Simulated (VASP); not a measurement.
Data:

```yaml
crystal:
  lattice:
    - [4.18655, 0.00000, 0.00000]
    - [0.00000, 4.18655, 0.00000]
    - [0.00000, 0.00000, 7.65902]
  atoms:
    - { symbol: Pb, position: [0.00000, 0.50000, 0.80949] }
    - { symbol: Pb, position: [0.50000, 0.00000, 0.19051] }
    - { symbol: Br, position: [0.50000, 0.00000, 0.65221] }
    - { symbol: Br, position: [0.00000, 0.50000, 0.34779] }
    - { symbol: F, position: [0.50000, 0.50000, 0.00000] }
    - { symbol: F, position: [0.00000, 0.00000, 0.00000] }
```

The numbers are results of r2SCAN meta-GGA, VASP's PBE PAW potentials (set 64) (plane waves; VASP), not measurements. Settings: 520 eV cut-off, 7×7×4 Γ-centred mesh, Gaussian smearing of 0.010 eV, potentials Pb_d Br F.

Unless said otherwise, spin-orbit coupling is left out, though it shifts the bands of the heavy elements here.

Problem. What does the run give for the energy per atom (σ→0), band gap (on the k-mesh) with the smallest direct gap where there is one?

Solution. 
- band gap (on the k-mesh): 2.97 eV
- smallest direct gap (on the k-mesh): 2.97 eV
- energy per atom (σ→0): -26.075 eV/atom

Total energies compare only between runs with the same potentials, cut-off and functional.

The structure comes from a computed database's PbBrF entry (P4/nmm); how it stands against other phases isn't given here. It was relaxed first.
